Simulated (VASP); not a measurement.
Method: r2SCAN meta-GGA, VASP's PBE PAW potentials (set 64) (plane waves; VASP).

The input files of a VASP run:

POSCAR:
```
CoO
1.0
  0.0000000000   2.1044766749   2.1044766749
  2.1044766749   0.0000000000   2.1044766749
  2.1044766749   2.1044766749   0.0000000000
Co O
1 1
direct
  0.0000000000   0.0000000000   0.0000000000
  0.5000000000   0.5000000000   0.5000000000
```

**INCAR**
```
SYSTEM = CoO
PREC = Accurate
ENCUT = 520
EDIFF = 1E-6
NELM = 100
ALGO = Normal
LREAL = .FALSE.
LASPH = .TRUE.
ISMEAR = 1
SIGMA = 0.1
METAGGA = R2SCAN
LMIXTAU = .TRUE.
LMAXMIX = 4
ISPIN = 2
MAGMOM = 2.7 0.3
LORBIT = 10
LWAVE = .FALSE.
LCHARG = .FALSE.
IBRION = 2
ISIF = 3
NSW = 60
EDIFFG = -0.01
```

**KPOINTS**
```
Automatic mesh
0
Gamma
13 13 13
0 0 0
```

POTCAR, in this order: Co O (PBE.64 set). Program: vasp_std.

What VASP printed:

### OSZICAR
```
       N       E                     dE             d eps       ncg     rms          rms(c)
DAV:   1     0.759840969674E+02    0.75984E+02   -0.78103E+03  4453   0.145E+03
DAV:   2    -0.211307134230E+02   -0.97115E+02   -0.85157E+02  4791   0.280E+02
DAV:   3    -0.269985891919E+02   -0.58679E+01   -0.57552E+01  4818   0.800E+01
DAV:   4    -0.270796169741E+02   -0.81028E-01   -0.80978E-01  5154   0.901E+00
DAV:   5    -0.270820029436E+02   -0.23860E-02   -0.23859E-02  5000   0.157E+00    0.168E+01
DAV:   6    -0.213303317572E+02    0.57517E+01   -0.28807E+01  4687   0.102E+02    0.211E+01
DAV:   7    -0.209625930761E+02    0.36774E+00   -0.61377E+00  5039   0.624E+01    0.932E+00
DAV:   8    -0.210637703746E+02   -0.10118E+00   -0.39740E-01  4778   0.738E+00    0.464E+00
DAV:   9    -0.210627345561E+02    0.10358E-02   -0.79859E-02  6193   0.489E+00    0.117E+00
DAV:  10    -0.210606985241E+02    0.20360E-02   -0.22154E-02  5306   0.204E+00    0.467E-01
DAV:  11    -0.210626537759E+02   -0.19553E-02   -0.37968E-03  5030   0.748E-01    0.118E-01
DAV:  12    -0.210625911010E+02    0.62675E-04   -0.19913E-04  5483   0.199E-01    0.386E-02
DAV:  13    -0.210625954753E+02   -0.43744E-05   -0.26297E-05  4874   0.705E-02    0.334E-02
DAV:  14    -0.210626182152E+02   -0.22740E-04   -0.23793E-05  4889   0.593E-02    0.934E-03
DAV:  15    -0.210626142352E+02    0.39800E-05   -0.23340E-06  3838   0.195E-02    0.189E-03
DAV:  16    -0.210626146577E+02   -0.42247E-06   -0.23564E-07  2229   0.718E-03
   1 F= -.21062615E+02 E0= -.21063214E+02  d E =-.210626E+02  mag=     3.0001
```

File OUTCAR:
```
------------------------ aborting loop because EDIFF is reached ----------------------------------------
  FORCE on cell =-STRESS in cart. coord.  units (eV):
  Direction    XX          YY          ZZ          XY          YZ          ZX
  --------------------------------------------------------------------------------------
  Total       -0.0042237     -0.0042237     -0.0042237     -0.0000000     -0.0000000      0.0000000
  in kB       -0.3630303     -0.3630303     -0.3630303     -0.0000000     -0.0000000      0.0000000
  external PRESSURE =      -0.3630303 kB  Pullay stress =       0.0000000 kB
  volume of cell :       18.64
      direct lattice vectors                 reciprocal lattice vectors
     0.000000000  2.104476675  2.104476675    -0.237588758  0.237588758  0.237588758
     2.104476675  0.000000000  2.104476675     0.237588758 -0.237588758  0.237588758
     2.104476675  2.104476675  0.000000000     0.237588758  0.237588758 -0.237588758
 POSITION                                       TOTAL-FORCE (eV/Angst)
 -----------------------------------------------------------------------------------
      0.00000      0.00000      0.00000        -0.000000      0.000000      0.000000
      2.10448      2.10448      2.10448         0.000000     -0.000000      0.000000
 -----------------------------------------------------------------------------------
    total drift:                                0.000000     -0.000000     -0.000000
  FREE ENERGIE OF THE ION-ELECTRON SYSTEM (eV)
  ---------------------------------------------------
  free  energy   TOTEN  =       -21.0626146577 eV

  energy  without entropy=      -21.0644112320  energy(sigma->0) =      -21.06321352

 total charge

# of ion       s       p       d       tot
------------------------------------------
    1        0.307   0.392   7.128   7.827
    2        1.557   3.495   0.000   5.052
--------------------------------------------------
tot          1.864   3.887   7.128  12.879

 magnetization (x)

# of ion       s       p       d       tot
------------------------------------------
    1        0.024   0.020   2.645   2.689
    2        0.030   0.264   0.000   0.294
--------------------------------------------------
tot          0.054   0.285   2.645   2.983

 reached required accuracy - stopping structural energy minimisation
```
(Selected blocks of OUTCAR.)

The moments were started parallel, and other spin orders were not tried in this run.

The structure comes from a measured CoO entry (Fm-3m) of the Crystallography Open Database, whose conditions weren't checked. It was relaxed first. The start is the result of an earlier pass.
